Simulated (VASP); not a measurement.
Be4SSe3 (ordered alloy cell): computed properties

All values below come from PBEsol GGA, VASP's PBE PAW potentials (set 64) (plane waves; VASP 6.6.1).

```json
{
  "space_group": "R3m (160)",
  "cell": "a = b = 3.5817 Å, c = 35.0504 Å, α = β = 90.00°, γ = 120.00°",
  "volume_per_atom": "16.23 Å³/atom",
  "band gap (over mesh and band path)": "2.39 eV",
  "smallest direct gap (over mesh and band path)": "3.56 eV",
  "band_edge_character": "indirect, Γ to F",
  "density": "3.90 g/cm³"
}
```

```cif
data_Be4SSe3
_chemical_formula_sum 'Be4 Se3 S1'
_space_group_name_H-M_alt 'P 1'
_space_group_IT_number 1
_cell_length_a 3.58172
_cell_length_b 3.58172
_cell_length_c 14.31514
_cell_angle_alpha 59.973
_cell_angle_beta 59.973
_cell_angle_gamma 60.000
loop_
_space_group_symop_operation_xyz
  'x, y, z'
loop_
_atom_site_label
_atom_site_type_symbol
_atom_site_fract_x
_atom_site_fract_y
_atom_site_fract_z
_atom_site_occupancy
Be1 Be 0.01099 0.01099 0.99176 1
Be2 Be 0.00326 0.00326 0.24756 1
Be3 Be 0.99680 0.99680 0.50240 1
Be4 Be 0.98893 0.98893 0.75830 1
Se1 Se 0.25647 0.25647 0.05765 1
Se2 Se 0.25017 0.25017 0.31237 1
Se3 Se 0.24341 0.24341 0.56744 1
S1 S 0.24997 0.24997 0.81252 1
```

The structure was generated: Be4SSe3 was put into an ordered model structure (R3m), which need not be its known phase. It was relaxed first. Symmetry was kept, so distortions that lower it aren't found.
